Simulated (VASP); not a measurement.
Al, 1 atom in the cell. Symmetry: Fm-3m, No. 225, cubic system. The conventional cell has a = 4.016 Å, b = 4.016 Å, c = 4.016 Å, α = 90.00°, β = 90.00°, γ = 90.00°. Al (site symmetry m-3m) has 12 Al at 2.84 Å as nearest neighbours. 

- Program: VASP 6.6.1
- Task: single point
- Functional: PBEsol
- Potentials or basis: VASP PAW PBE potentials, release 64 (Al)
- Cutoff: 520 eV
- k mesh: 14 × 14 × 27
- Occupations: methfessel-paxton, width 0.1 eV
- Spin: no spin polarisation
- Further INCAR settings: ALGO = Fast; EDIFF = 1e-06; NBANDS = 8

Potentials or basis: VASP PAW PBE potentials, release 64 (Al).

Run with:

```console
$ cat potpaw_PBE.64/Al/POTCAR > POTCAR
$ mpirun -np 1 vasp_std > vasp.out
```

Hardware: 1 thread of Intel(R) Xeon(R) Platinum 8259CL CPU @ 2.50GHz (Skylake/Cascade Lake), on a shared host.

Problem. Estimate the wall time of this run.

Solution. It took 97 s on 1 thread of Intel(R) Xeon(R) Platinum 8259CL CPU @ 2.50GHz (Skylake/Cascade Lake), with other jobs on the host, peak memory 0.27 GiB. Counts: scf iterations 11, k points 1422.
